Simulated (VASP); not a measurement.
An input for Quantum ESPRESSO's pw.x (written as the equivalent of a VASP run, and not itself run):

```
&CONTROL
  calculation = 'scf'
  pseudo_dir = './pseudo'
  outdir = './out'
  tprnfor = .true.
  tstress = .true.
/
&SYSTEM
  ibrav = 0
  nat = 2
  ntyp = 2
  ecutwfc = 44
  occupations = 'smearing'
  smearing = 'gaussian'
  degauss = 0.003675
  input_dft = 'vdw-df-obk8'
/
&ELECTRONS
  conv_thr = 7.3e-09
  electron_maxstep = 100
/
ATOMIC_SPECIES
  Al 26.982 Al.upf
  P 30.974 P.upf
CELL_PARAMETERS angstrom
     0.0000000    2.7217183    2.7217183
     2.7217183    0.0000000    2.7217183
     2.7217183    2.7217183    0.0000000
ATOMIC_POSITIONS crystal
  Al   0.0000000  0.0000000  0.0000000
  P    0.2500000  0.2500000  0.2500000
K_POINTS automatic
  8 8 8 0 0 0
```

Task: Write the VASP files for the same calculation (optB88-vdW).

Result: This is not unique; one that fits is 
**KPOINTS**
```
Automatic mesh
0
Gamma
8 8 8
0 0 0
```

INCAR:
```
# general
SYSTEM   = AlP
PREC     = Accurate
ENCUT    = 520
LREAL    = F
LASPH    = T

# electronic loop
EDIFF    = 1E-7
NELM     = 100
ALGO     = Normal

# smearing
ISMEAR   = 0
SIGMA    = 0.05

# functional
GGA      = BO
LUSE_VDW = T
AGGAC    = 0.0
PARAM1   = 0.1833333333
PARAM2   = 0.22

# ions
ISIF     = 2

# output
LWAVE    = F
LCHARG   = F
```

POSCAR:
```
AlP
1
    0.0000000000     2.7217182924     2.7217182924
    2.7217182924     0.0000000000     2.7217182924
    2.7217182924     2.7217182924     0.0000000000
Al P
1 1
Direct
  0.0000000000   0.0000000000   0.0000000000
  0.2500000000   0.2500000000   0.2500000000
```

POTCAR, in this order: Al P (PBE.64 set). Program: vasp_std.

Limits of the translation: the potentials are each code's own (VASP's PAW set, PseudoDojo norm-conserving files in pw.x), so ENCUT and ecutwfc are chosen apart and not converted; conv_thr bounds pw.x's estimated SCF error, while EDIFF bounds the energy change between steps.

The compound is AlP in the zinc blende structure. This cell is one point of a volume scan, at 0.97 of the reference volume.
